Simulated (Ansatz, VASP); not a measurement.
## BW5 in VASP and in Ansatz

```
B W
1.0
     4.53257    0.00000    0.00000
    -2.26628    3.92532    0.00000
     0.00000    0.00000    5.19450
B W
1 5
Direct
  0.00000 0.00000 0.50000
  0.66667 0.33333 0.75299
  0.00000 0.00000 0.00000
  0.66667 0.33333 0.24701
  0.33333 0.66667 0.24701
  0.33333 0.66667 0.75299
```

Change from the starting cell: species swapped into the BaSn5 type (P6/mmm, No. 191).

Alike in both runs: task relaxation of cell and atoms; functional PBE; k mesh 12 × 12 × 8; occupations gaussian, width 0.1 eV; no spin polarisation.

|  | VASP | Ansatz |
| --- | --- | --- |
| version | VASP 6.6.1 | Ansatz 0.2.0 |
| potentials or method | VASP PAW PBE potentials, release 64 (B, W_sv) | scalar-relativistic, plane waves, PAW |
| plane-wave cutoff (eV) | 600 | 420 |
| valence electrons in the cell | 73 | 73 |

VASP gave:

```
gap on the k mesh at the Fermi level, each at its own relaxed structure (eV) : none
relaxed volume (Å³/atom)                                                     : 15.40
relaxed cell length with the largest relative difference (Å)                 : 5.197
```

Question: Which values does Ansatz return?

Answer: gap on the k mesh at the Fermi level, each at its own relaxed structure (eV): none; relaxed volume (Å³/atom): 15.36; relaxed cell length with the largest relative difference (Å): 5.190.

A gap of «none» marks a metal or a gap that the smearing closes.

The runs have no spin-orbit coupling, so splittings on W are missing.
